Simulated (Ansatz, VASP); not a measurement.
# Hf6SiO14 (amorphous 86HfO2-14SiO2 (mol %)): VASP beside Ansatz, part 3 of 3

Aim: how closely do two programs agree when they are given the same cell, functional and k mesh? Of the first pair: The structure shown is the start of the Ansatz relaxation below; VASP solves that cell, so the two are compared at the walk's first step.

VASP 6.6.1 and Ansatz 0.2.0.

So far. Step 3 (VASP: single point, PBE, start cell, pair 1): The run ends at a pressure of -9.08 GPa, with forces up to 3.8 eV/Å.

### Step 6. VASP: single point, PBE, relaxed cell, pair 2

Level of this step: PBE; plane waves and PAW (Hf_pv, Si, O) (VASP).

The same cell, functional, mesh and smearing now go to VASP, with its own data sets.

INCAR reads:

```
SYSTEM = Hf6SiO14
PREC = Accurate
ENCUT = 600
EDIFF = 1E-06
NELM = 120
ISMEAR = -1
SIGMA = 0.025
LREAL = Auto
ALGO = Normal
GGA = PE
NBANDS = 360
LASPH = .TRUE.
LORBIT = 11
LWAVE = .FALSE.
LCHARG = .FALSE.
ISIF = 2
GGA_COMPAT = .FALSE.
EFERMI = MIDGAP
NCORE = 2
```

POSCAR reads:

```
Hf6SiO14
1.0
   10.3133530000     -0.3265150000      0.0877250000
   -0.3265150000     10.3455520000     -0.1021920000
    0.0877250000     -0.1021920000     10.1317250000
Hf Si O
24 4 56
Direct
    0.7498200000      0.2371700000      0.5728000000
    0.9712600000      0.9915000000      0.3985500000
    0.9305400000      0.8745200000      0.0882600000
    0.5877800000      0.9110800000      0.0547400000
    0.3074700000      0.5125000000      0.6093300000
    0.3992100000      0.6598500000      0.9149900000
    0.9486100000      0.0536600000      0.7710900000
    0.2372700000      0.4846200000      0.2303700000
    0.0594000000      0.6952700000      0.3740100000
    0.1249400000      0.7630600000      0.6705100000
    0.2516300000      0.3538400000      0.9312500000
    0.9279600000      0.5179400000      0.0445100000
    0.0372900000      0.1641100000      0.1208200000
    0.2501100000      0.9922500000      0.9142100000
    0.4281900000      0.2190900000      0.6570000000
    0.6186600000      0.6407300000      0.1889500000
    0.2895300000      0.8686600000      0.1858000000
    0.8627900000      0.4054400000      0.3150000000
    0.1250000000      0.2526100000      0.4940300000
    0.9544100000      0.4230600000      0.7509100000
    0.5256800000      0.1900500000      0.0995900000
    0.6066500000      0.4153200000      0.8945500000
    0.5839900000      0.9800600000      0.7588200000
    0.6105800000      0.9779400000      0.4015800000
    0.2864400000      0.9725300000      0.4704500000
    0.8309400000      0.5906200000      0.5875800000
    0.5214900000      0.3709600000      0.3718100000
    0.5790000000      0.7243500000      0.5234700000
    0.1562800000      0.1658500000      0.9284100000
    0.2526100000      0.6402300000      0.7625000000
    0.9189100000      0.3166000000      0.1471100000
    0.6265800000      0.7690300000      0.3702000000
    0.7351200000      0.8051200000      0.0985300000
    0.4079800000      0.9474900000      0.3655600000
    0.4670200000      0.7717400000      0.1413900000
    0.0904700000      0.1572600000      0.3222400000
    0.1350200000      0.9655100000      0.0983200000
    0.0415600000      0.5175900000      0.2476200000
    0.9995000000      0.8213900000      0.5277100000
    0.9470000000      0.6246800000      0.6955000000
    0.9253100000      0.0414800000      0.9703100000
    0.3972800000      0.0579900000      0.7772300000
    0.4541400000      0.5107600000      0.7906600000
    0.4601200000      0.3701900000      0.5226800000
    0.8903300000      0.5793400000      0.4367200000
    0.9502000000      0.8166500000      0.2775200000
    0.9796000000      0.6992200000      0.0203300000
    0.2776700000      0.8081200000      0.9752900000
    0.0612000000      0.4315900000      0.9165500000
    0.6579700000      0.3230600000      0.0538600000
    0.5610300000      0.8700600000      0.5831900000
    0.2265300000      0.6897700000      0.2505000000
    0.7816800000      0.5421400000      0.1896500000
    0.7892900000      0.0546700000      0.4593800000
    0.8060300000      0.4782500000      0.8947800000
    0.2932900000      0.1289800000      0.5153500000
    0.2444500000      0.4062000000      0.4098100000
    0.4620700000      0.2573400000      0.2740700000
    0.5055700000      0.5077500000      0.2932600000
    0.0974500000      0.4085300000      0.6224400000
    0.1753700000      0.6367300000      0.5190300000
    0.6096600000      0.2743000000      0.7347300000
    0.1902500000      0.3184600000      0.1294200000
    0.3921200000      0.0191300000      0.0722900000
    0.7775800000      0.9810000000      0.7294200000
    0.3022800000      0.5265900000      0.0360900000
    0.5723400000      0.1152500000      0.5496600000
    0.4303800000      0.2896500000      0.9578700000
    0.0368200000      0.0883400000      0.5796600000
    0.6794700000      0.3427200000      0.3959600000
    0.4496900000      0.6334700000      0.5350400000
    0.9214900000      0.2930300000      0.4567500000
    0.2706900000      0.8828800000      0.5980100000
    0.5342100000      0.8240700000      0.8676800000
    0.2849600000      0.3257500000      0.7236800000
    0.7877900000      0.4400000000      0.6277400000
    0.6174800000      0.0662400000      0.9412800000
    0.8830000000      0.2351200000      0.7308800000
    0.1728000000      0.9231400000      0.3620300000
    0.5674600000      0.5807900000      0.0065800000
    0.6146700000      0.0389800000      0.2127100000
    0.0929900000      0.9189800000      0.8003100000
    0.7043600000      0.6731600000      0.5988400000
    0.9059600000      0.0371200000      0.2153500000
```

KPOINTS reads:

```
Automatic mesh
0
Gamma
1 1 1
0 0 0
```

Potentials, in the order of the species: Hf_pv, Si and O (PBE family, release 64).

Run with:

```bash
$ mpirun -np 8 vasp_gam
```

Numbers of over 12 decimals in the logs are rounded to 6 here.

Output:

```text
[... set-up lines as in an earlier step ...]
 entering main loop
       N       E                     dE             d eps       ncg     rms          rms(c)
DAV:   1     0.596890351006E+04    0.59689E+04   -0.41040E+05   720   0.191E+03
DAV:   2    -0.424126666737E+03   -0.63930E+04   -0.61505E+04   872   0.493E+02
DAV:   3    -0.949464934369E+03   -0.52534E+03   -0.52177E+03   840   0.124E+02
DAV:   4    -0.961810998159E+03   -0.12346E+02   -0.12298E+02   848   0.205E+01
[...]
DAV:  16    -0.813869761817E+03   -0.12591E-04   -0.31216E-05   784   0.119E-02    0.140E-02
DAV:  17    -0.813869762671E+03   -0.85373E-06   -0.11792E-05   904   0.833E-03    0.106E-02
DAV:  18    -0.813869762649E+03    0.21915E-07   -0.27145E-06   608   0.349E-03
   1 F= -.81386976E+03 E0= -.81386976E+03  d E =0.000000E+00
```

OUTCAR, selected parts (step 6):

```text
  FREE ENERGIE OF THE ION-ELECTRON SYSTEM (eV)
  ---------------------------------------------------
  free  energy   TOTEN  =      -813.8697626490 eV

  energy  without entropy=     -813.8697626490  energy(sigma->0) =     -813.86976265

[... 1 part as in an earlier step ...]
```

The run ends at a pressure of -2.40 GPa, with forces up to 0.25 eV/Å.

### Step 7. Comparison

What differs besides the data sets and the points named for the pairs above, as far as they apply: the data sets hold 976 valence electrons in Ansatz (on its default PAW (the set named soft_2) files) and 592 in VASP; the cutoff is 420 eV in Ansatz and 600 eV in VASP (PREC = Accurate, projectors in real space). Total energies have different zeros and are not compared.

Compared:

```csv
quantity,Ansatz,VASP,difference
pressure (GPa),-0.02,-2.40,+2.38
gap on the k mesh (eV),4.006,3.975,+0.031
```

Forces on 7 of the 84 atoms, those with the largest forces and the largest differences (eV/Å; atoms numbered as in POSCAR):

```csv
atom,"Ansatz x, y, z","VASP x, y, z"
O44,"0.000, 0.000, -0.001","-0.089, -0.071, 0.166"
O51,"0.001, 0.001, -0.001","0.041, 0.192, 0.047"
O58,"-0.001, 0.002, 0.002","0.035, -0.090, -0.181"
O59,"0.000, -0.005, 0.003","0.073, 0.129, -0.100"
O71,"-0.003, 0.000, -0.001","-0.180, -0.151, 0.075"
O73,"0.001, 0.002, -0.003","-0.132, -0.133, 0.117"
O76,"0.001, -0.003, -0.003","0.077, -0.187, 0.045"
```

The forces differ by 62 meV/Å r.m.s., where the r.m.s. force is 0.002 eV/Å in Ansatz and 0.062 eV/Å in VASP: the atoms lie near their places of rest in Ansatz, so a percentage would say little (all taken over all components). A gap on the mesh is an upper bound, since the band edges may lie between its points; neither run holds spin-orbit coupling, which can move the band edges of a compound of Hf.

### Step 8. Summary of results

| Property | Result |
| --- | --- |
| r.m.s. force difference (single point, PBE, start cell, pair 1) | 8.8 % of the r.m.s. force |
| r.m.s. force difference (single point, PBE, relaxed cell, pair 2) | 62 meV/Å |
| difference in pressure (single point, PBE, relaxed cell, pair 2) | 2.4 GPa |

In words: The r.m.s. force difference is 62 meV/Å (single point, PBE, relaxed cell, pair 2), beyond the 12 meV/Å picked in this series as the mark of a large difference. The data sets hold unlike numbers of valence electrons (976 in Ansatz and 592 in VASP), so part of the differences comes from the potentials. What causes the difference of the single point, PBE, start cell, pair 1 pair stays open here. By the marks of this series, far apart in the single point, PBE, relaxed cell, pair 2 pair: the r.m.s. force difference, 62 meV/Å and the difference in pressure, 2.4 GPa. What causes the difference of the single point, PBE, relaxed cell, pair 2 pair stays open here. How closely two codes agree says nothing of how well the functional describes the real material.

[Lines on the potential files, build, host, timing and source positions are cut from VASP's logs without a mark.]

[Logs are printed without paths, hosts, clocks, repeated set-up lines and the standing remarks that a program may print on its own settings, such as how far it seeks lower states.]

[Hosts, paths, dates, database ids (printed as entryN), source tags and the programs' standing remarks are cut or masked in the printed files.]
